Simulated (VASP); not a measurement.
Calculation: PBE GGA, VASP's PBE PAW potentials (set 64) (plane waves; VASP).

VASP input:

File KPOINTS:
```
K-points
0
gamma
 13 13 13
```

**INCAR**
```
SYSTEM=HfN
PREC=Accurate; ENCUT=520; LREAL=.False.
LASPH=.True.
EDIFF=1E-6; NELM=100; ALGO=Normal
LMAXMIX=6
ISMEAR=1; SIGMA=0.1
GGA=PE
IBRION=2; NSW=60; ISIF=3
EDIFFG=-0.01
LWAVE=.False.; LCHARG=.False.
```

### POSCAR
```
HfN
1
    0.0000000000     2.2600000000     2.2600000000
    2.2600000000     0.0000000000     2.2600000000
    2.2600000000     2.2600000000     0.0000000000
Hf N
1 1
Direct
  0.0000000000   0.0000000000   0.0000000000
  0.5000000000   0.5000000000   0.5000000000
```

POTCAR, in this order: Hf_pv N (PBE.64 set). Program: vasp_std.

The resulting files:

File OUTCAR:
```
 ion  position               nearest neighbor table
   1  0.000  0.000  0.000-   2 2.26   2 2.26   2 2.26   2 2.26   2 2.26   2 2.26
   2  0.500  0.500  0.500-   1 2.26   1 2.26   1 2.26   1 2.26   1 2.26   1 2.26
  LATTYP: Found a face centered cubic cell.
 ALAT       =     4.5200000000
 Subroutine PRICEL returns:
 Original cell was already a primitive cell.
 Subroutine GETGRP returns: Found 48 space group operations
The static configuration has the point symmetry O_h .
The dynamic configuration has the point symmetry O_h .
 Subroutine INISYM returns: Found 48 space group operations
 Subroutine IBZKPT returns following result:
 Found     84 irreducible k-points:

 Following reciprocal coordinates:
            Coordinates               Weight
  0.000000  0.000000  0.000000      1.000000
  0.076923  0.000000  0.000000      8.000000
  0.153846  0.000000  0.000000      8.000000
  0.230769  0.000000  0.000000      8.000000
  0.307692  0.000000  0.000000      8.000000
  0.384615  0.000000  0.000000      8.000000
  0.461538  0.000000  0.000000      8.000000
  0.076923  0.076923  0.000000      6.000000
  0.153846  0.076923  0.000000     24.000000
  0.230769  0.076923  0.000000     24.000000
  0.307692  0.076923  0.000000     24.000000
  0.384615  0.076923  0.000000     24.000000
  0.461538  0.076923  0.000000     24.000000
 -0.461538  0.076923  0.000000     24.000000
 -0.384615  0.076923  0.000000     24.000000
 -0.307692  0.076923  0.000000     24.000000
 -0.230769  0.076923  0.000000     24.000000
 -0.153846  0.076923  0.000000     24.000000
 -0.076923  0.076923  0.000000     12.000000
  0.153846  0.153846  0.000000      6.000000
  0.230769  0.153846  0.000000     24.000000
  0.307692  0.153846  0.000000     24.000000
  0.384615  0.153846  0.000000     24.000000
  0.461538  0.153846  0.000000     24.000000
 -0.461538  0.153846  0.000000     24.000000
 -0.384615  0.153846  0.000000     24.000000
 -0.307692  0.153846  0.000000     24.000000
 -0.230769  0.153846  0.000000     24.000000
 -0.153846  0.153846  0.000000     12.000000
  0.230769  0.230769  0.000000      6.000000
  0.307692  0.230769  0.000000     24.000000
  0.384615  0.230769  0.000000     24.000000
  0.461538  0.230769  0.000000     24.000000
 -0.461538  0.230769  0.000000     24.000000
 -0.384615  0.230769  0.000000     24.000000
 -0.307692  0.230769  0.000000     24.000000
 -0.230769  0.230769  0.000000     12.000000
  0.307692  0.307692  0.000000      6.000000
  0.384615  0.307692  0.000000     24.000000
  0.461538  0.307692  0.000000     24.000000
   k-points           NKPTS =     84   k-points in BZ     NKDIM =     84   number of bands    NBANDS=     11
   number of dos      NEDOS =    301   number of ions     NIONS =      2
   total plane-waves  NPLWV =  13824
   dimension x,y,z NGX =    24 NGY =   24 NGZ =   24
   dimension x,y,z NGXF=    48 NGYF=   48 NGZF=   48
   ions per type =               1   1
   PREC   = accura    normal or accurate (medium, high low for compatibility)
   ISTART =      0    job   : 0-new  1-cont  2-samecut
   ICHARG =      2    charge: 1-file 2-atom 10-const
   ISPIN  =      1    spin polarized calculation?
   LNONCOLLINEAR =      F non collinear calculations
   LSORBIT =      F    spin-orbit coupling
   INIWAV =      1    electr: 0-lowe 1-rand  2-diag
   ENCUT  =  520.0 eV  38.22 Ry    6.18 a.u.   5.94  5.94  5.94*2*pi/ulx,y,z
   NELM   =    100;   NELMIN=  2; NELMDL= -5     # of ELM steps
   EDIFF  = 0.1E-05   stopping-criterion for ELM
   LREAL  =      F    real-space projection
   NLSPLINE    = F    spline interpolate recip. space projectors
   LMAXMIX     =    6 max onsite mixed and CHGCAR
...
```

OSZICAR:
```
       N       E                     dE             d eps       ncg     rms          rms(c)
DAV:   1     0.359546167232E+02    0.35955E+02   -0.82872E+03  1848   0.128E+03
DAV:   2    -0.226749891204E+02   -0.58630E+02   -0.55161E+02  2423   0.249E+02
DAV:   3    -0.247446665907E+02   -0.20697E+01   -0.20571E+01  2405   0.409E+01
DAV:   4    -0.247612782942E+02   -0.16612E-01   -0.16367E-01  2179   0.368E+00
DAV:   5    -0.247615536580E+02   -0.27536E-03   -0.27459E-03  2373   0.344E-01    0.491E+01
DAV:   6    -0.218366359359E+02    0.29249E+01   -0.15525E+01  2160   0.282E+01    0.411E+01
DAV:   7    -0.217773922010E+02    0.59244E-01   -0.68928E-01  2106   0.759E+00    0.264E+01
DAV:   8    -0.217656416049E+02    0.11751E-01   -0.13396E-01  2170   0.341E+00    0.617E+00
DAV:   9    -0.217548826152E+02    0.10759E-01   -0.61984E-02  2183   0.173E+00    0.154E+00
DAV:  10    -0.217544697793E+02    0.41284E-03   -0.23117E-03  2167   0.444E-01    0.339E-01
DAV:  11    -0.217544742237E+02   -0.44444E-05   -0.23553E-04  2296   0.136E-01    0.538E-02
DAV:  12    -0.217544706777E+02    0.35460E-05   -0.14525E-05  2237   0.363E-02    0.360E-02
DAV:  13    -0.217544703828E+02    0.29492E-06   -0.57168E-07  1167   0.836E-03
   1 F= -.21754470E+02 E0= -.21754368E+02  d E =-.217545E+02
       N       E                     dE             d eps       ncg     rms          rms(c)
DAV:   1    -0.217884577649E+02   -0.33987E-01   -0.10558E+00  1848   0.105E+01    0.329E+00
DAV:   2    -0.217590376837E+02    0.29420E-01   -0.51008E-02  1905   0.212E+00    0.150E+00
DAV:   3    -0.217504893263E+02    0.85484E-02   -0.18039E-02  2064   0.128E+00    0.990E-01
DAV:   4    -0.217501387176E+02    0.35061E-03   -0.12577E-03  2311   0.350E-01    0.602E-01
DAV:   5    -0.217501006585E+02    0.38059E-04   -0.12398E-04  2208   0.919E-02    0.571E-02
DAV:   6    -0.217500984498E+02    0.22087E-05   -0.10390E-05  2287   0.313E-02    0.158E-02
DAV:   7    -0.217500986717E+02   -0.22187E-06   -0.42031E-07  1176   0.697E-03
   2 F= -.21750099E+02 E0= -.21750021E+02  d E =0.437171E-02
       N       E                     dE             d eps       ncg     rms          rms(c)
DAV:   1    -0.217725955320E+02   -0.22497E-01   -0.45062E-01  1848   0.685E+00    0.214E+00
DAV:   2    -0.217600264355E+02    0.12569E-01   -0.21245E-02  1902   0.137E+00    0.965E-01
DAV:   3    -0.217563903621E+02    0.36361E-02   -0.75947E-03  2055   0.843E-01    0.633E-01
DAV:   4    -0.217562485159E+02    0.14185E-03   -0.49788E-04  2314   0.222E-01    0.393E-01
DAV:   5    -0.217562448769E+02    0.36391E-05   -0.46878E-05  2191   0.560E-02    0.396E-02
DAV:   6    -0.217562453439E+02   -0.46700E-06   -0.44324E-06  2217   0.199E-02
   3 F= -.21756245E+02 E0= -.21756152E+02  d E =-.177496E-02
```

OUTCAR:
```
------------------------ aborting loop because EDIFF is reached ----------------------------------------
  FORCE on cell =-STRESS in cart. coord.  units (eV):
  Direction    XX          YY          ZZ          XY          YZ          ZX
  --------------------------------------------------------------------------------------
  Total       -0.0020760     -0.0020760     -0.0020760     -0.0000000      0.0000000     -0.0000000
  in kB       -0.1427141     -0.1427141     -0.1427141     -0.0000000      0.0000000     -0.0000000
  external PRESSURE =      -0.1427141 kB  Pullay stress =       0.0000000 kB
  volume of cell :       23.31
      direct lattice vectors                 reciprocal lattice vectors
    -0.000000000  2.267167237  2.267167237    -0.220539531  0.220539531  0.220539531
     2.267167237  0.000000000  2.267167237     0.220539531 -0.220539531  0.220539531
     2.267167237  2.267167237 -0.000000000     0.220539531  0.220539531 -0.220539531
 POSITION                                       TOTAL-FORCE (eV/Angst)
 -----------------------------------------------------------------------------------
      0.00000      0.00000      0.00000        -0.000000     -0.000000     -0.000000
      2.26717      2.26717      2.26717         0.000000      0.000000      0.000000
 -----------------------------------------------------------------------------------
    total drift:                                0.000000     -0.000000     -0.000000
  FREE ENERGIE OF THE ION-ELECTRON SYSTEM (eV)
  ---------------------------------------------------
  free  energy   TOTEN  =       -21.7562453439 eV

  energy  without entropy=      -21.7559644312  energy(sigma->0) =      -21.75615171

 reached required accuracy - stopping structural energy minimisation
```
(Selected blocks of OUTCAR.)

### CONTCAR
```
HfN
   1.00000000000000
    -0.0000000000000000    2.2671672367031359    2.2671672367031359
     2.2671672367031359    0.0000000000000000    2.2671672367031359
     2.2671672367031359    2.2671672367031359   -0.0000000000000000
  Hf              N
     1     1
Direct
     0.0000000000000000    0.0000000000000000    0.0000000000000000
     0.5000000000000000    0.5000000000000000    0.5000000000000000
```

The compound is HfN in the rock salt structure. This run relaxes it. Symmetry was kept, so distortions that lower it aren't found. The electron count is odd and the run is not spin-polarised, which forces a metal.
